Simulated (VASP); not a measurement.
An input for Quantum ESPRESSO's pw.x (written as the equivalent of a VASP run, and not itself run):

```
&CONTROL
  calculation = 'scf'
  pseudo_dir = './pseudo'
  outdir = './out'
  tprnfor = .true.
  tstress = .true.
/
&SYSTEM
  ibrav = 0
  nat = 2
  ntyp = 1
  ecutwfc = 94
  occupations = 'tetrahedra'
  input_dft = 'pz'
/
&ELECTRONS
  conv_thr = 7.3e-09
  electron_maxstep = 100
/
ATOMIC_SPECIES
  Cr 51.996 Cr.upf
CELL_PARAMETERS angstrom
     2.7889482    0.0000000    0.0000000
     0.0000000    2.7889482    0.0000000
     0.0000000    0.0000000    2.7889482
ATOMIC_POSITIONS crystal
  Cr   0.0000000  0.0000000  0.0000000
  Cr   0.5000000  0.5000000  0.5000000
K_POINTS automatic
  15 15 15 0 0 0
```

### Question
Translate this input to VASP (INCAR, KPOINTS, POSCAR, choice of POTCAR).

### Answer
One answer among several that fit: 
File POSCAR:
```
Cr
2.7889480
  1.0000000804   0.0000000000   0.0000000000
  0.0000000000   1.0000000804   0.0000000000
  0.0000000000   0.0000000000   1.0000000804
Cr
2
Direct
  0.0000000000   0.0000000000   0.0000000000
  0.5000000000   0.5000000000   0.5000000000
```

INCAR:
```
LWAVE=.FALSE.
LASPH=.TRUE.   # aspherical one-centre terms
LMAXMIX=4   # l cut-off of mixed one-centre charges
LREAL=.FALSE.   # projection in real space or not
EDIFF=1E-7   # SCF stop (eV)
NELM=100   # most electronic steps
NEDOS=601   # DOS grid
ISIF=2
ALGO=Normal   # blocked Davidson
ENCUT=520   # plane-wave cut-off (eV)
SYSTEM=Cr
LCHARG=.TRUE.
PREC=Accurate
LORBIT=11   # lm-projected
ISMEAR=-5   # tetrahedra, Bloechl
```

### KPOINTS
```
Regular mesh
0
Gamma
15 15 15
```

POTCAR, in this order: Cr_pv (LDA.64 set). Program: vasp_std.

What does not carry over: the potentials are each code's own (VASP's PAW set, PseudoDojo norm-conserving files in pw.x), so ENCUT and ecutwfc are chosen apart and not converted; conv_thr bounds pw.x's estimated SCF error, while EDIFF bounds the energy change between steps.

The compound is Cr in the bcc, AFM order structure. It was relaxed first, which changed the volume by -9 %.
